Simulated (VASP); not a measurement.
Wanted: the native input for a VASP 6.6.1 run.

| Quantity | Value |
| --- | --- |
| Task | relaxation of cell and atoms |
| Functional | PBE |
| Potentials or basis | VASP PAW PBE potentials, release 64 (Ga_d, Sn_d, Se) |
| Cutoff | 520 eV |
| k mesh | 8 × 8 × 6 |
| Occupations | gaussian, width 0.1 eV |
| Spin | no spin polarisation |
| Further INCAR settings | ALGO = Normal; EDIFF = 1e-07; IBRION = 2; POTIM = 0.3; EDIFFG = -0.005; NSW = 60; ISIF = 3 |

The structure of Ga2SnSe lies in POSCAR:

```
Ga2SnSe                                 
1.0
    4.4495810023      0.0000000000      0.0000000000
    0.0000000000      4.4495810023      0.0000000000
   -0.0000000000      0.0000000000      5.7545144289
  Ga              Sn              Se            
     2     1     1
Direct
     0.0000000000000000    0.5000000000000000    0.2574336416701405
     0.5000000000000000    1.0000000000000000    0.7425663583298597
     0.5000000000000000    0.5000000000000000    0.5000000000000000
     0.0000000000000000    0.0000000000000000    0.0000000000000000
```

The cell was built by a generator and needn't be a form met in nature.

One way to write it, as run:

INCAR

```
SYSTEM = Ga2SnSe
ALGO = Normal ; EDIFF = 1E-7
EDIFFG = -0.005 ; ENCUT = 520
GGA = PE ; IBRION = 2
ISIF = 3 ; ISMEAR = 0
KPAR = 4 ; LASPH = .TRUE.
LCHARG = .FALSE. ; LREAL = .FALSE.
LWAVE = .FALSE. ; NELM = 120
NSW = 60 ; POTIM = 0.3
PREC = Accurate ; SIGMA = 0.1
```

KPOINTS

```
k-points
0
G
  8 8 6
  0 0 0
```

Potentials or basis: VASP PAW PBE potentials, release 64 (Ga_d, Sn_d, Se).

Command:

```sh
$ cat potpaw_PBE.64/Ga_d/POTCAR potpaw_PBE.64/Sn_d/POTCAR potpaw_PBE.64/Se/POTCAR > POTCAR
$ mpirun -np 4 vasp_std > vasp.out
```

It gave:

The relaxed volume is 28.49 Å³/atom and the relaxed cell is a = 4.446 Å, b = 4.446 Å, c = 5.766 Å, α = 90.00°, β = 90.00°, γ = 90.00°. The space group after relaxing (to 0.05 Å) is P-4m2 (No. 115). The energy gained by relaxing is 0.0 meV/atom, the ionic steps are 5 and the pressure after relaxing is 0.0 GPa. The band gap on the k mesh is none (metal or under the smearing width).

Run time: 65 s on 4 MPI ranks on Intel(R) Xeon(R) Platinum 8559C (Emerald Rapids) (shared host), peak memory 0.37 GiB a rank.
